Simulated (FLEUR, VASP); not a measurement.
VASP input:

### POSCAR
```
TlCl
1
    3.8400000000     0.0000000000     0.0000000000
    0.0000000000     3.8400000000     0.0000000000
    0.0000000000     0.0000000000     3.8400000000
Tl Cl
1 1
Direct
  0.0000000000   0.0000000000   0.0000000000
  0.5000000000   0.5000000000   0.5000000000
```

### KPOINTS
```
Automatic mesh
0
Gamma
7 7 7
0 0 0
```

INCAR:
```
# general
SYSTEM        = TlCl
PREC          = Accurate
ENCUT         = 300   # plane-wave cut-off (eV)
LREAL         = F   # projection in real space or not
LASPH         = T   # aspherical one-centre terms

# electronic loop
EDIFF         = 1E-6   # SCF stop (eV)
NELM          = 100   # most electronic steps
ALGO          = Normal
LMAXMIX       = 4

# smearing
ISMEAR        = -1   # Fermi-Dirac
SIGMA         = 0.02

# functional
GGA           = PE   # PBE
GGA_COMPAT    = F

# spin
MAGMOM        = 0.0 0.0 0.0 0.0 0.0 0.0
LSORBIT       = T
LNONCOLLINEAR = T

# ions
ISIF          = 2

# output
LWAVE         = F
LCHARG        = F
LORBIT        = 11   # lm-projected
```

POTCAR, in this order: Tl_d Cl (PBE.64 set). Program: vasp_ncl.

Problem. Translate it to FLEUR.

Solution. One input that does it (PBE, all-electron FLAPW (FLEUR), scalar-relativistic valence with spin-orbit coupling in second variation):
```
<?xml version="1.0" encoding="UTF-8" standalone="no"?>
<fleurInput fleurInputVersion="0.39">
   <comment>
      scf TlCl                                                                                            
   </comment>
   <calculationSetup>
      <cutoffs Kmax="3.8" Gmax="15.2" GmaxXC="15.2" numbands="0"/>
      <scfLoop itmax="100" minDistance="0.00001" maxIterBroyd="25" imix="Anderson" alpha="0.05" precondParam="0.0" spinf="2.0"/>
      <coreElectrons ctail="T" frcor="F" kcrel="0" coretail_lmax="0"/>
      <xcFunctional name="pbe" relativisticCorrections="F"/>
      <magnetism jspins="1"/>
      <soc l_soc="T" theta="0.0" phi="0.0" spav="F"/>
      <expertModes spex="0" secvar="F"/>
      <geometryOptimization l_f="F" forcealpha="1.0" forcemix="BFGS" epsdisp="0.00001" epsforce="0.00001"/>
      <ldaU l_linMix="F" mixParam="0.05" spinf="1.0"/>
   </calculationSetup>
   <cell>
      <bzIntegration valenceElectrons="20.0" mode="hist" fermiSmearingEnergy="0.00073499">
         <kPointListSelection listName="default-1"/>
         <!-- k-points included here -->
         <xi:include xmlns:xi="http://www.w3.org/2001/XInclude" href="kpts.xml"> </xi:include>
      </bzIntegration>
      <!-- symmetry operations included here -->
      <xi:include xmlns:xi="http://www.w3.org/2001/XInclude" href="sym.xml"> </xi:include>
      <bulkLattice scale="1.0">
         <bravaisMatrix>
            <row-1>    7.2565483186000002     0.0000000000000000     0.0000000000000000</row-1>
            <row-2>    0.0000000000000000     7.2565483186000002     0.0000000000000000</row-2>
            <row-3>    0.0000000000000000     0.0000000000000000     7.2565483186000002</row-3>
         </bravaisMatrix>
      </bulkLattice>
   </cell>
   <atomSpecies>
      <species name="Thallium (Tl)" element="Tl" atomicNumber="81">
         <mtSphere radius="2.63" gridPoints="925" logIncrement="0.015"/>
         <atomicCutoffs lmax="10" lnonsphr="8"/>
         <electronConfig flipSpins="F">
            <coreConfig>(1s1/2) (2s1/2) (2p1/2) (2p3/2) (3s1/2) (3p1/2) (3p3/2) (4s1/2) (3d3/2) (3d5/2) (4p1/2) (4p3/2) (5s1/2) (4d3/2) (4d5/2) (4f5/2) (4f7/2) (5p1/2) (5p3/2)</coreConfig>
            <valenceConfig>(6s1/2) (5d3/2) (5d5/2) (6p1/2) (6p3/2)</valenceConfig>
            <stateOccupation state="(6p1/2)" spinUp="0.1666666666667" spinDown="0.1666666666667"/>
            <stateOccupation state="(6p3/2)" spinUp="0.3333333333333" spinDown="0.3333333333333"/>
         </electronConfig>
         <energyParameters s="6" p="6" d="6" f="5"/>
         <lo type="SCLO" l="2" n="5" eDeriv="0"/>
      </species>
      <species name="Chlorine (Cl)" element="Cl" atomicNumber="17">
         <mtSphere radius="2.63" gridPoints="925" logIncrement="0.013"/>
         <atomicCutoffs lmax="10" lnonsphr="8"/>
         <electronConfig flipSpins="F">
            <coreConfig>(1s1/2) (2s1/2) (2p1/2) (2p3/2)</coreConfig>
            <valenceConfig>(3s1/2) (3p1/2) (3p3/2)</valenceConfig>
            <stateOccupation state="(3p1/2)" spinUp="0.8333333333333" spinDown="0.8333333333333"/>
            <stateOccupation state="(3p3/2)" spinUp="1.6666666666667" spinDown="1.6666666666667"/>
         </electronConfig>
         <energyParameters s="3" p="3" d="3" f="4"/>
      </species>
   </atomSpecies>
   <atomGroups>
      <atomGroup species="Thallium (Tl)">
         <relPos label="                   1">.0000000000 .0000000000 .0000000000</relPos>
         <force calculate="T" relaxXYZ="TTT"/>
      </atomGroup>
      <atomGroup species="Chlorine (Cl)">
         <relPos label="                   2">1.000/2.000 1.000/2.000 1.000/2.000</relPos>
         <force calculate="T" relaxXYZ="TTT"/>
      </atomGroup>
   </atomGroups>
   <output dos="F" band="F" slice="F">
      <checks vchk="F" cdinf="F"/>
      <bandDOS minEnergy="-.5*Htr" maxEnergy="0.5*Htr" sigma="0.015" storeEVData="T"/>
      <vacuumDOS vacdos="F" integ="F" star="F" nstars="0" locx1="0.0" locy1="0.0" locx2="0.0" locy2="0.0" nstm="0" tworkf="0.0"/>
      <unfoldingBand unfoldBand="F" supercellX="1" supercellY="1" supercellZ="1"/>
      <plotting iplot="0" polar="F">
         <plot TwoD="T" vec1="  1.0  0.0  0.0" vec2="  0.0  1.0  0.0" vec3="  0.0  0.0  1.0" zero="  0.0  0.0  0.0" file="plot"/>
      </plotting>
      <chargeDensitySlicing numkpt="0" minEigenval="0.0" maxEigenval="0.0" nnne="0" pallst="F"/>
      <specialOutput eonly="F"/>
      <magneticCircularDichroism mcd="F" energyLo="-10.0" energyUp="0.0"/>
   </output>
  <!-- We include the file relax.xml here to enable relaxations (see documentation) -->
  <xi:include xmlns:xi="http://www.w3.org/2001/XInclude" href="relax.xml"> <xi:fallback/> </xi:include>
</fleurInput>

<!--
Command line when calling inpgen (only for documentation purposes):
inpgen -f inp.txt

Initial (original) inpgen input (only for documentation purposes):
scf TlCl
&input film=f /
7.2565483186 0.0000000000 0.0000000000
0.0000000000 7.2565483186 0.0000000000
0.0000000000 0.0000000000 7.2565483186
1.0
1.0 1.0 1.0

2
81 0.0000000000 0.0000000000 0.0000000000
17 0.5000000000 0.5000000000 0.5000000000

&comp jspins=1 /
&kpt div1=7 div2=7 div3=7 /
&soc 0.0 0.0 /
&end /
-->
```
The two runs describe the same crystal, functional and task. Each code takes its own potentials, basis and convergence tests.

VASP also gives the stress here, which the FLEUR input doesn't ask for.

The structure is a typed TlCl crystal (Pm-3m). The cell was not relaxed at this level, and it may have been scaled.
